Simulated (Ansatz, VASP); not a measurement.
# TePb: VASP beside Ansatz, part 2 of 2

Wanted: the spread between two codes on one cell, functional and k mesh. The cell is taken from a series of runs on this material, whose earlier steps may have relaxed, scaled, displaced or heated it; both programs get it as it stands.

VASP 6.6.1 and Ansatz 0.2.0.

So far: Set-up; Ansatz: elastic constants, LDA.

### 3. VASP: elastic constants, LDA

Level of this step: LDA; plane waves and PAW (Te, Pb_d) (VASP).

The same cell, functional (in two slightly different forms) and mesh now go to VASP, with its own data sets.

Lines of VASP's logs that name or quote its potential files are left out, and so is its time.

INCAR

```
SYSTEM = TePb
PREC = Accurate
ENCUT = 500
EDIFF = 1E-08
NELM = 120
ISMEAR = 0
SIGMA = 0.01
LREAL = .FALSE.
ALGO = Normal
GGA = CA
NBANDS = 16
LORBIT = 11
LWAVE = .FALSE.
LCHARG = .FALSE.
ISIF = 3
IBRION = 6
NFREE = 2
POTIM = 0.015
NSW = 1
LASPH = .TRUE.
GGA_COMPAT = .FALSE.
EFERMI = MIDGAP
KPAR = 2
```

POSCAR

```
TePb
1.0
   -3.1909640880      0.0000000000      3.1909640880
    0.0000000000      3.1909640880      3.1909640880
   -3.1909640880      3.1909640880      0.0000000000
Te Pb
1 1
Direct
    0.5000000000      0.5000000000      0.5000000000
    0.0000000000      0.0000000000      0.0000000000
```

KPOINTS

```
Automatic mesh
0
Gamma
6 6 6
0 0 0
```

The projector-augmented-wave data sets are Te and Pb_d (LDA family, release 64).

Run with:

```bash
> mpirun -np 2 vasp_std
```

The program printed:

```text
[banner, memory and clock lines left out]
running    2 mpi-ranks, on    1 nodes
 distrk:  each k-point on    1 cores,    2 groups
 distr:  one band on    1 cores,    1 groups

 POSCAR found type information on POSCAR TePb
 POSCAR found :  2 types and       2 ions
 LDA part: xc-table for (Slater(with rela. corr.)+CA(PZ))
 , standard interpolation
 POSCAR, INCAR and KPOINTS ok, starting setup
 FFT: planning ... GRIDC
 FFT: planning ... GRID_SOFT
 FFT: planning ... GRID
 WAVECAR not read
 entering main loop
       N       E                     dE             d eps       ncg     rms          rms(c)
DAV:   1     0.152996316394E+03    0.15300E+03   -0.91793E+03   512   0.120E+03
DAV:   2     0.142488540319E+01   -0.15157E+03   -0.14783E+03   528   0.312E+02
DAV:   3    -0.864195449897E+01   -0.10067E+02   -0.10038E+02   704   0.871E+01
DAV:   4    -0.888257533365E+01   -0.24062E+00   -0.24058E+00   640   0.158E+01
DAV:   5    -0.889144507379E+01   -0.88697E-02   -0.88697E-02   768   0.253E+00    0.371E+00
DAV:   6    -0.878410899586E+01    0.10734E+00   -0.23766E-01   760   0.377E+00    0.234E+00
DAV:   7    -0.877638339297E+01    0.77256E-02   -0.65561E-02   664   0.138E+00    0.906E-01
DAV:   8    -0.877573263501E+01    0.65076E-03   -0.73371E-03   680   0.856E-01    0.120E-01
DAV:   9    -0.877569061235E+01    0.42023E-04   -0.81766E-04   768   0.278E-01    0.319E-02
DAV:  10    -0.877568342273E+01    0.71896E-05   -0.58726E-05   696   0.633E-02    0.236E-02
DAV:  11    -0.877568398553E+01   -0.56280E-06   -0.13867E-05   680   0.245E-02    0.100E-02
DAV:  12    -0.877568406250E+01   -0.76972E-07   -0.86788E-07   664   0.939E-03    0.746E-03
DAV:  13    -0.877568403574E+01    0.26760E-07   -0.32134E-08   648   0.153E-03    0.358E-03
DAV:  14    -0.877568401661E+01    0.19137E-07   -0.91107E-08   712   0.288E-03    0.306E-04
DAV:  15    -0.877568401741E+01   -0.80172E-09   -0.66191E-09   432   0.436E-04
   1 F= -.87756840E+01 E0= -.87756840E+01  d E =0.000000E+00
[... from here on, the cycles between the ionic steps are left out ...]
   2 F= -.87702307E+01 E0= -.87702307E+01  d E =0.000000E+00
   3 F= -.87685469E+01 E0= -.87685469E+01  d E =0.000000E+00
   8 F= -.87749821E+01 E0= -.87749821E+01  d E =0.000000E+00
   9 F= -.87749821E+01 E0= -.87749821E+01  d E =0.000000E+00
  10 F= -.87749821E+01 E0= -.87749821E+01  d E =0.000000E+00
  11 F= -.87749821E+01 E0= -.87749821E+01  d E =0.000000E+00
  12 F= -.87749821E+01 E0= -.87749821E+01  d E =0.000000E+00
  13 F= -.87749821E+01 E0= -.87749821E+01  d E =0.000000E+00
  14 F= -.87756426E+01 E0= -.87756426E+01  d E =0.000000E+00
  15 F= -.87756426E+01 E0= -.87756426E+01  d E =0.000000E+00
  16 F= -.87756427E+01 E0= -.87756427E+01  d E =0.000000E+00
 Finite differences progress:
  Degree of freedom:   8/  8
  Displacement:        1/  2
  Total:              15/ 16
 bond charge predicted
       N       E                     dE             d eps       ncg     rms          rms(c)
DAV:   1    -0.876290991620E+01    0.12733E-01   -0.51618E+00  1240   0.125E+01    0.191E-01
DAV:   2    -0.877570332243E+01   -0.12793E-01   -0.13206E-01  1408   0.312E+00    0.822E-02
DAV:   3    -0.877567542858E+01    0.27894E-04   -0.86609E-04  1416   0.284E-01    0.531E-02
DAV:   4    -0.877564167754E+01    0.33751E-04   -0.19615E-04  1320   0.210E-01    0.156E-02
DAV:   5    -0.877564294564E+01   -0.12681E-05   -0.12410E-05  1440   0.351E-02    0.638E-03
DAV:   6    -0.877564270323E+01    0.24242E-06   -0.86420E-07  1304   0.138E-02    0.221E-03
DAV:   7    -0.877564267514E+01    0.28091E-07   -0.13692E-07  1360   0.514E-03    0.503E-04
DAV:   8    -0.877564267295E+01    0.21871E-08   -0.10160E-08   808   0.161E-03
  17 F= -.87756427E+01 E0= -.87756427E+01  d E =0.000000E+00
 Finite differences progress:
  Degree of freedom:   8/  8
  Displacement:        2/  2
  Total:              16/ 16
```

From OUTCAR (step 3):

```text
ion  position               nearest neighbor table
   1  0.500  0.500  0.500-   2 3.19   2 3.19   2 3.19   2 3.19   2 3.19   2 3.19
   2  0.000  0.000  0.000-   1 3.19   1 3.19   1 3.19   1 3.19   1 3.19   1 3.19

  LATTYP: Found a face centered cubic cell.
 ALAT       =     6.3819281760

 Subroutine GETGRP returns: Found 48 space group operations
 (whereof 48 operations were pure point group operations)

The static configuration has the point symmetry O_h .

 Found     16 irreducible k-points:

   k-points           NKPTS =     16   k-points in BZ     NKDIM =     16   number of bands    NBANDS=     16

   dimension x,y,z NGX =    36 NGY =   36 NGZ =   36
   dimension x,y,z NGXF=    72 NGYF=   72 NGZF=   72

   ENCUT  =  500.0 eV  36.75 Ry    6.06 a.u.   8.23  8.23  8.23*2*pi/ulx,y,z

   NELECT =      20.0000    total number of electrons

 k-points in reciprocal lattice and weights: Automatic mesh
   0.00000000  0.00000000  0.00000000       0.005
   0.16666667  0.00000000  0.00000000       0.037
   0.33333333  0.00000000  0.00000000       0.037
   0.50000000  0.00000000  0.00000000       0.019
   0.16666667  0.16666667  0.00000000       0.028
   0.33333333  0.16666667  0.00000000       0.111
   0.50000000  0.16666667  0.00000000       0.111
  -0.33333333  0.16666667  0.00000000       0.111
  -0.16666667  0.16666667  0.00000000       0.056
[...]
-0.33333333  0.33333333  0.16666667       0.111
  -0.33333333  0.50000000  0.16666667       0.056

 average (electrostatic) potential at core
       1 -88.7946       2 -91.3083

 E-fermi :   6.1976

 k-point     1 :       0.0000    0.0000    0.0000
  band No.  band energies     occupation
    ...
      6      -6.4611      2.00000
      7       0.3336      2.00000
      8       4.4217      2.00000
      9       4.4222      2.00000
     10       4.4222      2.00000
     11       9.9388      0.00000
     12       9.9388      0.00000
     13       9.9406      0.00000
     14      11.6068      0.00000
     15      11.6080      0.00000
    ...

 k-point     2 :       0.1667    0.0000    0.0000
  band No.  band energies     occupation
    ...
      6      -6.2118      2.00000
      7      -0.4767      2.00000
      8       4.4990      2.00000
      9       4.4995      2.00000
     10       4.8691      2.00000
     11       8.7266      0.00000
     12       8.9699      0.00000
     13       8.9713      0.00000
     14      11.4259      0.00000
     15      12.1261      0.00000
    ...

 k-point     3 :       0.3333    0.0000    0.0000
  band No.  band energies     occupation
    ...
      6      -5.5261      2.00000
      7      -1.9917      2.00000
      8       4.7316      2.00000
      9       4.7323      2.00000
     10       5.4916      2.00000
     11       7.2554      0.00000
     12       7.6323      0.00000
     13       7.6333      0.00000
     14      12.4108      0.00000
     15      13.5105      0.00000
    ...

  Total        0.0328552      0.0287570      0.0287570     -0.0000000      0.0000000      0.0000000
  in kB        0.8100633      0.7090193      0.7090193     -0.0000000      0.0000000      0.0000000
  external PRESSURE =       0.7427007 kB  Pullay stress =       0.0000000 kB

  energy-cutoff  :      500.00
  volume of cell :       64.98
      direct lattice vectors                 reciprocal lattice vectors
    -3.190964088  0.000000000  3.190964088    -0.156692456 -0.156692456  0.156692456
     0.000000000  3.190964088  3.190964088     0.156692456  0.156692456  0.156692456
    -3.190964088  3.190964088  0.000000000    -0.156692456  0.156692456 -0.156692456

 POSITION                                       TOTAL-FORCE (eV/Angst)
 -----------------------------------------------------------------------------------
     -3.19096      3.19096      3.19096        -0.005593      0.000000      0.000000
     -0.01500      0.00000      0.00000         0.005593      0.000000      0.000000
 -----------------------------------------------------------------------------------
    total drift:                                0.000064      0.000000      0.000000

  FREE ENERGIE OF THE ION-ELECTRON SYSTEM (eV)
  ---------------------------------------------------
  free  energy   TOTEN  =        -8.7756426729 eV

  energy  without entropy=       -8.7756426729  energy(sigma->0) =       -8.77564267

  SYMMETRIZED ELASTIC MODULI (kBar)
 Direction    XX          YY          ZZ          XY          YZ          ZX
 --------------------------------------------------------------------------------
 XX        1381.9173     52.8187     52.8187     -0.0000      0.0000     -0.0000
 YY          52.8187   1381.9173     52.8187     -0.0000      0.0000      0.0000
 ZZ          52.8187     52.8187   1381.9173      0.0000     -0.0000      0.0000
 XY          -0.0000     -0.0000      0.0000    155.4294      0.0000      0.0000
 YZ           0.0000      0.0000     -0.0000      0.0000    155.4294      0.0000
 ZX          -0.0000      0.0000      0.0000      0.0000      0.0000    155.4294
 --------------------------------------------------------------------------------

 Eigenvectors and eigenvalues of the dynamical matrix
 ----------------------------------------------------

   1 f  =    1.071310 THz     6.731237 2PiTHz   35.735042 cm-1     4.430578 meV
             X         Y         Z           dx          dy          dz
     -3.190964  3.190964  3.190964    -0.785167    0.000000    0.000000
      0.000000  0.000000  0.000000     0.619284    0.000000    0.000000

   2 f  =    1.071310 THz     6.731237 2PiTHz   35.735042 cm-1     4.430578 meV
             X         Y         Z           dx          dy          dz
     -3.190964  3.190964  3.190964     0.000000    0.785167    0.000000
      0.000000  0.000000  0.000000     0.000000   -0.619284    0.000000

   3 f  =    1.071310 THz     6.731237 2PiTHz   35.735042 cm-1     4.430578 meV
             X         Y         Z           dx          dy          dz
     -3.190964  3.190964  3.190964     0.000000    0.000000    0.785167
      0.000000  0.000000  0.000000     0.000000    0.000000   -0.619284

   4 f/i=    0.002634 THz     0.016551 2PiTHz    0.087867 cm-1     0.010894 meV
             X         Y         Z           dx          dy          dz
     -3.190964  3.190964  3.190964     0.000000   -0.619284    0.000000
      0.000000  0.000000  0.000000     0.000000   -0.785167    0.000000

   5 f/i=    0.002634 THz     0.016551 2PiTHz    0.087867 cm-1     0.010894 meV
             X         Y         Z           dx          dy          dz
     -3.190964  3.190964  3.190964    -0.619284    0.000000    0.000000
      0.000000  0.000000  0.000000    -0.785167    0.000000    0.000000

   6 f/i=    0.002634 THz     0.016551 2PiTHz    0.087867 cm-1     0.010894 meV
             X         Y         Z           dx          dy          dz
     -3.190964  3.190964  3.190964     0.000000    0.000000   -0.619284
      0.000000  0.000000  0.000000     0.000000    0.000000   -0.785167

 ELASTIC MODULI CONTR FROM IONIC RELAXATION (kBar)
 Direction    XX          YY          ZZ          XY          YZ          ZX
 --------------------------------------------------------------------------------
 XX           0.0000      0.0000      0.0000      0.0000      0.0000      0.0000
 YY           0.0000      0.0000      0.0000      0.0000      0.0000      0.0000
 ZZ           0.0000      0.0000      0.0000      0.0000      0.0000      0.0000
 XY           0.0000      0.0000      0.0000      0.0000      0.0000      0.0000
 YZ           0.0000      0.0000      0.0000      0.0000      0.0000      0.0000
 ZX           0.0000      0.0000      0.0000      0.0000      0.0000      0.0000
 --------------------------------------------------------------------------------

 TOTAL ELASTIC MODULI (kBar)
 Direction    XX          YY          ZZ          XY          YZ          ZX
 --------------------------------------------------------------------------------
 XX        1381.9173     52.8187     52.8187     -0.0000      0.0000     -0.0000
 YY          52.8187   1381.9173     52.8187     -0.0000      0.0000      0.0000
 ZZ          52.8187     52.8187   1381.9173      0.0000     -0.0000      0.0000
 XY          -0.0000     -0.0000      0.0000    155.4294      0.0000      0.0000
 YZ           0.0000      0.0000     -0.0000      0.0000    155.4294      0.0000
 ZX          -0.0000      0.0000      0.0000      0.0000      0.0000    155.4294
 --------------------------------------------------------------------------------

 total charge
# of ion       s       p       d       tot
------------------------------------------
    1        1.384   2.004   0.022   3.410
    2        1.455   0.619   9.831  11.905
--------------------------------------------------
tot          2.839   2.623   9.853  15.315

[... 3 further parts left out ...]
```

CONTCAR:

```
TePb
   1.00000000000000
    -3.1909640879999999    0.0000000000000000    3.1909640879999999
     0.0000000000000000    3.1909640879999999    3.1909640879999999
    -3.1909640879999999    3.1909640879999999    0.0000000000000000
  Te              Pb
     1     1
Direct
     0.5000000000000000    0.5000000000000000    0.5000000000000000
     0.0023503868402044   -0.0023503868402044    0.0023503868402044
```

Levels, forces or a CONTCAR printed for this step are those of its last displaced cell, not of the structure at rest.

### 4. Differences

Known differences besides the potentials themselves: the two LDA forms differ slightly; fixed occupations in Ansatz, narrow Gaussian smearing in VASP; the data sets hold 30 valence electrons in Ansatz (on norm-conserving files, of PseudoDojo where its log says so) and 20 in VASP; the cutoff is 1142.88 eV in Ansatz and 500 eV in VASP; VASP's log shows a relativistic correction to its local exchange, Ansatz's none; VASP takes each elastic constant from one size of strain, Ansatz from those that its log lists. Total energies have different zeros and are not compared.

The two programs side by side:

| quantity | Ansatz | VASP | difference |
| --- | --- | --- | --- |
| C11 (GPa) | 136.3 | 138.2 | -1.35 % |
| C22 (GPa) | 136.3 | 138.2 | -1.35 % |
| C33 (GPa) | 136.3 | 138.2 | -1.35 % |
| C12 (GPa) | 5.2 | 5.3 | -1.66 % |
| C13 (GPa) | 5.2 | 5.3 | -1.66 % |
| C23 (GPa) | 5.2 | 5.3 | -1.66 % |
| C44 (GPa) | 15.7 | 15.5 | +1.04 % |
| C55 (GPa) | 15.7 | 15.5 | +1.04 % |
| C66 (GPa) | 15.7 | 15.5 | +1.04 % |

### 5. Results

```yaml
difference_in_c12_elastic_constants_lda: -1.7 %
```

The difference in C12 is -1.7 % (elastic constants, LDA), within the 5 % picked in this series as the mark of a large difference. The data sets hold unlike numbers of valence electrons (30 in Ansatz and 20 in VASP), so part of the differences comes from the potentials. How closely two codes agree says nothing of how well the functional describes the real material.

[Lines on the potential files, build, host, timing and source positions are cut from VASP's logs without a mark.]

[Logs are printed without paths, hosts, clocks, repeated set-up lines and the standing remarks that a program may print on its own settings, such as how far it seeks lower states.]

[Hosts, paths, dates, database ids (printed as entryN), source tags and the programs' standing remarks are cut or masked in the printed files.]
